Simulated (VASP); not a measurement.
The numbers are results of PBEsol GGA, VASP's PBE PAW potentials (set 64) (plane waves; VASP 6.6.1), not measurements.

A VASP calculation is set up with these files.

KPOINTS:
```
Automatic mesh
0
Gamma
10 10 10
0 0 0
```

### INCAR
```
SYSTEM = BP
PREC = Accurate; ENCUT = 620; LREAL = F
LASPH = T
EDIFF = 1E-6; NELM = 100; ALGO = Normal
ISMEAR = 0; SIGMA = 0.05
GGA = PS
IBRION = 2; NSW = 40; ISIF = 3
EDIFFG = -0.02
LWAVE = F; LCHARG = F
```

File POSCAR:
```
BP
1
   -0.0000000000     2.2605481103     2.2605481103
    2.2605481103     0.0000000000     2.2605481103
    2.2605481103     2.2605481103     0.0000000000
B P
1 1
Direct
  0.0000000000   0.0000000000   0.0000000000
  0.2500000000   0.2500000000   0.2500000000
```

POTCAR, in this order: B P (PBE.64 set). Program: vasp_std.

The resulting files:

**OUTCAR**
```
 ion  position               nearest neighbor table
   1  0.000  0.000  0.000-   2 1.96   2 1.96   2 1.96   2 1.96
   2  0.250  0.250  0.250-   1 1.96   1 1.96   1 1.96   1 1.96
  LATTYP: Found a face centered cubic cell.
 ALAT       =     4.5210962206
 Subroutine PRICEL returns:
 Original cell was already a primitive cell.
 Subroutine GETGRP returns: Found 24 space group operations
The static configuration has the point symmetry T_d .
The dynamic configuration has the point symmetry T_d .
 Subroutine INISYM returns: Found 24 space group operations
 Subroutine IBZKPT returns following result:
 Found     47 irreducible k-points:

 Following reciprocal coordinates:
            Coordinates               Weight
  0.000000  0.000000  0.000000      1.000000
  0.100000  0.000000  0.000000      8.000000
  0.200000  0.000000  0.000000      8.000000
  0.300000  0.000000  0.000000      8.000000
  0.400000  0.000000  0.000000      8.000000
  0.500000  0.000000  0.000000      4.000000
  0.100000  0.100000  0.000000      6.000000
  0.200000  0.100000  0.000000     24.000000
  0.300000  0.100000  0.000000     24.000000
...
```

File OSZICAR:
```
       N       E                     dE             d eps       ncg     rms          rms(c)
DAV:   1     0.138114193196E+02    0.13811E+02   -0.46602E+03   752   0.105E+03
DAV:   2    -0.140762334213E+02   -0.27888E+02   -0.27134E+02  1144   0.124E+02
DAV:   3    -0.144071328201E+02   -0.33090E+00   -0.33090E+00   864   0.171E+01
DAV:   4    -0.144079562113E+02   -0.82339E-03   -0.82339E-03  1208   0.895E-01
DAV:   5    -0.144079566264E+02   -0.41514E-06   -0.41514E-06   872   0.158E-02    0.713E+00
DAV:   6    -0.137875843634E+02    0.62037E+00   -0.15687E+00   808   0.677E+00    0.386E+00
DAV:   7    -0.136850576681E+02    0.10253E+00   -0.28068E-01  1136   0.319E+00    0.120E+00
DAV:   8    -0.136753360960E+02    0.97216E-02   -0.27870E-02   824   0.113E+00    0.191E-01
DAV:   9    -0.136754488646E+02   -0.11277E-03   -0.48540E-04  1064   0.205E-01    0.103E-01
DAV:  10    -0.136755056726E+02   -0.56808E-04   -0.12229E-04   832   0.826E-02    0.207E-02
DAV:  11    -0.136755098054E+02   -0.41328E-05   -0.42146E-06  1112   0.187E-02    0.250E-02
DAV:  12    -0.136755101034E+02   -0.29796E-06   -0.14325E-06   448   0.733E-03
   1 F= -.13675510E+02 E0= -.13675510E+02  d E =-.136755E+02
```

**OUTCAR**
```
------------------------ aborting loop because EDIFF is reached ----------------------------------------
  FORCE on cell =-STRESS in cart. coord.  units (eV):
  Direction    XX          YY          ZZ          XY          YZ          ZX
  --------------------------------------------------------------------------------------
  Total        0.0011287      0.0011287      0.0011287      0.0000000     -0.0000000      0.0000000
  in kB        0.0782773      0.0782773      0.0782773      0.0000000     -0.0000000      0.0000000
  external PRESSURE =       0.0782773 kB  Pullay stress =       0.0000000 kB
  volume of cell :       23.10
      direct lattice vectors                 reciprocal lattice vectors
     0.000000000  2.260548110  2.260548110    -0.221185295  0.221185295  0.221185295
     2.260548110  0.000000000  2.260548110     0.221185295 -0.221185295  0.221185295
     2.260548110  2.260548110  0.000000000     0.221185295  0.221185295 -0.221185295
  FREE ENERGIE OF THE ION-ELECTRON SYSTEM (eV)
  ---------------------------------------------------
  free  energy   TOTEN  =       -13.6755101034 eV

  energy  without entropy=      -13.6755101034  energy(sigma->0) =      -13.67551010

 reached required accuracy - stopping structural energy minimisation
```
(Selected blocks of OUTCAR.)

### OUTCAR
```
 val. band max:        7.5375013068   @ k =   0.0000   0.0000   0.0000

 cond. band min:       8.6543259105   @ k =   0.4000   0.4000   0.0000


 Fermi energy:         7.7774729872

 k-point     1 :       0.0000    0.0000    0.0000
  band No.  band energies     occupation
      1      -8.0601      2.00000
      2       7.5375      2.00000
      3       7.5375      2.00000
      4       7.5375      2.00000
      5      10.9111      0.00000
      6      10.9111      0.00000
      7      10.9111      0.00000
      8      15.0510      0.00000

 k-point     2 :       0.1000    0.0000    0.0000
  band No.  band energies     occupation
      1      -7.8777      2.00000
      2       6.2154      2.00000
      3       7.2362      2.00000
      4       7.2362      2.00000
      5      11.3273      0.00000
      6      11.3273      0.00000
      7      11.3582      0.00000
      8      15.5575      0.00000

 k-point     3 :       0.2000    0.0000    0.0000
  band No.  band energies     occupation
      1      -7.3371      2.00000
      2       3.8434      2.00000
      3       6.6684      2.00000
      4       6.6684      2.00000
      5      11.5703      0.00000
      6      12.0523      0.00000
      7      12.0523      0.00000
      8      16.6687      0.00000

 k-point     4 :       0.3000    0.0000    0.0000
  band No.  band energies     occupation
      1      -6.4670      2.00000
      2       1.4532      2.00000
      3       6.1744      2.00000
      4       6.1744      2.00000
      5      11.4880      0.00000
      6      12.3661      0.00000
      7      12.3661      0.00000
      8      17.4681      0.00000

 k-point     5 :       0.4000    0.0000    0.0000
  band No.  band energies     occupation
      1      -5.3774      2.00000
      2      -0.6006      2.00000
      3       5.8624      2.00000
      4       5.8624      2.00000
      5      11.3801      0.00000
      6      12.2773      0.00000
      7      12.2773      0.00000
...
```

The compound is BP in the zinc blende structure. It was relaxed first.
